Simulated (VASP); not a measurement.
Calculation: r2SCAN meta-GGA, VASP's PBE PAW potentials (set 64) (plane waves; VASP).

The input files of a VASP run:

**INCAR**
```
ALGO = Normal
EDIFF = 1E-7
ENCUT = 520
ISIF = 2
ISMEAR = 1
LASPH = .TRUE.
LCHARG = .FALSE.
LMAXMIX = 6
LMIXTAU = .TRUE.
LREAL = .FALSE.
LWAVE = .FALSE.
METAGGA = R2SCAN
NELM = 100
PREC = Accurate
SIGMA = 0.1
SYSTEM = HfC
```

**KPOINTS**
```
Regular mesh
0
Gamma
14 14 14
0 0 0
```

POSCAR:
```
HfC
3.3095520
  0.0000000000   0.7071067919   0.7071067919
  0.7071067919   0.0000000000   0.7071067919
  0.7071067919   0.7071067919   0.0000000000
Hf C
1 1
Cartesian
  0.0000000000   0.0000000000   0.0000000000
  0.7071067919   0.7071067919   0.7071067919
```

POTCAR, in this order: Hf_pv C (PBE.64 set). Program: vasp_std.

Output of the run:

OUTCAR:
```
 ion  position               nearest neighbor table
   1  0.000  0.000  0.000-   2 2.34   2 2.34   2 2.34   2 2.34   2 2.34   2 2.34
   2  0.500  0.500  0.500-   1 2.34   1 2.34   1 2.34   1 2.34   1 2.34   1 2.34
  LATTYP: Found a face centered cubic cell.
 ALAT       =     4.6804133948
 Subroutine PRICEL returns:
 Original cell was already a primitive cell.
 Subroutine GETGRP returns: Found 48 space group operations
The static configuration has the point symmetry O_h .
The dynamic configuration has the point symmetry O_h .
 Subroutine INISYM returns: Found 48 space group operations
 Subroutine IBZKPT returns following result:
 Found    104 irreducible k-points:

 Following reciprocal coordinates:
            Coordinates               Weight
  0.000000  0.000000  0.000000      1.000000
  0.071429  0.000000  0.000000      8.000000
  0.142857  0.000000  0.000000      8.000000
  0.214286  0.000000  0.000000      8.000000
  0.285714  0.000000  0.000000      8.000000
  0.357143  0.000000  0.000000      8.000000
  0.428571  0.000000  0.000000      8.000000
  0.500000  0.000000  0.000000      4.000000
  0.071429  0.071429  0.000000      6.000000
  0.142857  0.071429  0.000000     24.000000
  0.214286  0.071429  0.000000     24.000000
  0.285714  0.071429  0.000000     24.000000
  0.357143  0.071429  0.000000     24.000000
  0.428571  0.071429  0.000000     24.000000
  0.500000  0.071429  0.000000     24.000000
 -0.428571  0.071429  0.000000     24.000000
 -0.357143  0.071429  0.000000     24.000000
 -0.285714  0.071429  0.000000     24.000000
 -0.214286  0.071429  0.000000     24.000000
 -0.142857  0.071429  0.000000     24.000000
 -0.071429  0.071429  0.000000     12.000000
  0.142857  0.142857  0.000000      6.000000
  0.214286  0.142857  0.000000     24.000000
  0.285714  0.142857  0.000000     24.000000
...
```

### OSZICAR
```
       N       E                     dE             d eps       ncg     rms          rms(c)
DAV:   1    -0.147679880339E+02   -0.14768E+02   -0.81135E+03  2288   0.126E+03
DAV:   2    -0.614452573632E+02   -0.46677E+02   -0.44585E+02  2960   0.218E+02
DAV:   3    -0.632104804497E+02   -0.17652E+01   -0.17469E+01  2977   0.330E+01
DAV:   4    -0.632293708080E+02   -0.18890E-01   -0.18864E-01  2803   0.353E+00
DAV:   5    -0.632296588291E+02   -0.28802E-03   -0.28795E-03  3067   0.344E-01    0.604E+01
DAV:   6    -0.568227464533E+02    0.64069E+01   -0.13978E+01  2612   0.238E+01    0.389E+01
DAV:   7    -0.578088868307E+02   -0.98614E+00   -0.59527E-01  2504   0.784E+00    0.217E+01
DAV:   8    -0.566601485727E+02    0.11487E+01   -0.51156E-01  2603   0.728E+00    0.494E+00
DAV:   9    -0.571103481069E+02   -0.45020E+00   -0.56973E-01  2546   0.737E+00    0.174E+00
DAV:  10    -0.573321356397E+02   -0.22179E+00   -0.94678E-02  2515   0.319E+00    0.122E+00
DAV:  11    -0.573189461567E+02    0.13189E-01   -0.12681E-02  2772   0.101E+00    0.100E+00
DAV:  12    -0.573172365840E+02    0.17096E-02   -0.19189E-03  2590   0.383E-01    0.224E-01
DAV:  13    -0.573235712960E+02   -0.63347E-02   -0.31408E-03  2486   0.531E-01    0.153E-01
DAV:  14    -0.573247212907E+02   -0.11500E-02   -0.15562E-03  2917   0.373E-01    0.190E-01
DAV:  15    -0.573247103649E+02    0.10926E-04   -0.12327E-05  2814   0.380E-02    0.207E-01
DAV:  16    -0.573246790853E+02    0.31280E-04   -0.36776E-05  2507   0.441E-02    0.162E-01
DAV:  17    -0.573247452145E+02   -0.66129E-04   -0.64815E-05  2524   0.906E-02    0.239E-02
DAV:  18    -0.573247379735E+02    0.72410E-05   -0.91514E-06  2689   0.262E-02    0.169E-02
DAV:  19    -0.573247409618E+02   -0.29883E-05   -0.13297E-06  2465   0.130E-02    0.132E-02
DAV:  20    -0.573247400426E+02    0.91917E-06   -0.68885E-07  2354   0.691E-03    0.461E-03
DAV:  21    -0.573247401401E+02   -0.97505E-07   -0.55898E-08  1213   0.330E-03
   1 F= -.57324740E+02 E0= -.57324679E+02  d E =-.184497E-03
```

OUTCAR:
```
------------------------ aborting loop because EDIFF is reached ----------------------------------------
  FORCE on cell =-STRESS in cart. coord.  units (eV):
  Direction    XX          YY          ZZ          XY          YZ          ZX
  --------------------------------------------------------------------------------------
  Total       -1.1349426     -1.1349426     -1.1349426      0.0000000      0.0000000      0.0000000
  in kB      -70.9401056    -70.9401056    -70.9401056      0.0000000      0.0000000      0.0000000
  external PRESSURE =     -70.9401056 kB  Pullay stress =       0.0000000 kB
  volume of cell :       25.63
      direct lattice vectors                 reciprocal lattice vectors
     0.000000000  2.340206697  2.340206697    -0.213656341  0.213656341  0.213656341
     2.340206697  0.000000000  2.340206697     0.213656341 -0.213656341  0.213656341
     2.340206697  2.340206697  0.000000000     0.213656341  0.213656341 -0.213656341
 POSITION                                       TOTAL-FORCE (eV/Angst)
 -----------------------------------------------------------------------------------
      0.00000      0.00000      0.00000         0.000000      0.000000     -0.000000
      2.34021      2.34021      2.34021         0.000000      0.000000      0.000000
 -----------------------------------------------------------------------------------
    total drift:                                0.000000      0.000000      0.000000
  FREE ENERGIE OF THE ION-ELECTRON SYSTEM (eV)
  ---------------------------------------------------
  free  energy   TOTEN  =       -57.3247401401 eV

  energy  without entropy=      -57.3245556431  energy(sigma->0) =      -57.32467864
```
(Selected blocks of OUTCAR.)

**OUTCAR**
```
 val. band max:        5.6721873468   @ k =  -0.0714   0.0714   0.0000

 cond. band min:       5.7568456600   @ k =   0.4286   0.3571   0.0000


 Fermi energy:         5.7435068223

 k-point     1 :       0.0000    0.0000    0.0000
  band No.  band energies     occupation
      1     -25.1063      2.00000
      2     -25.1063      2.00000
      3     -25.1063      2.00000
      4      -7.1857      2.00000
      5       6.7425     -0.00000
      6       6.7425     -0.00000
      7       6.7425     -0.00000
      8       7.3712     -0.00000
      9       7.3712     -0.00000
     10       7.3712     -0.00000
     11       9.2243      0.00000

 k-point     2 :       0.0714    0.0000    0.0000
  band No.  band energies     occupation
      1     -25.1399      2.00000
      2     -25.1094      2.00000
      3     -25.1094      2.00000
      4      -7.0591      2.00000
      5       5.8927     -0.05602
      6       6.1304     -0.00000
      7       6.1304     -0.00000
      8       7.6145     -0.00000
      9       7.6145     -0.00000
     10       7.8916      0.00000
     11       9.8631      0.00000

 k-point     3 :       0.1429    0.0000    0.0000
  band No.  band energies     occupation
      1     -25.2326      2.00000
      2     -25.1181      2.00000
      3     -25.1181      2.00000
      4      -6.6923      2.00000
      5       4.6154      2.00000
      6       5.1855      2.00000
      7       5.1855      2.00000
      8       8.0367      0.00000
      9       8.0367      0.00000
     10       8.3588      0.00000
     11      11.1790      0.00000

 k-point     4 :       0.2143    0.0000    0.0000
  band No.  band energies     occupation
      1     -25.3636      2.00000
      2     -25.1306      2.00000
      3     -25.1306      2.00000
      4      -6.1221      2.00000
      5       3.2833      2.00000
      6       4.3171      2.00000
      7       4.3171      2.00000
      8       8.6471      0.00000
      9       8.6471      0.00000
...
```

Unless said otherwise, spin-orbit coupling is left out, though it shifts the bands of the heavy elements here.

The compound is HfC in the rock salt structure. This cell is one point of a volume scan, at 1.03 of the reference volume.
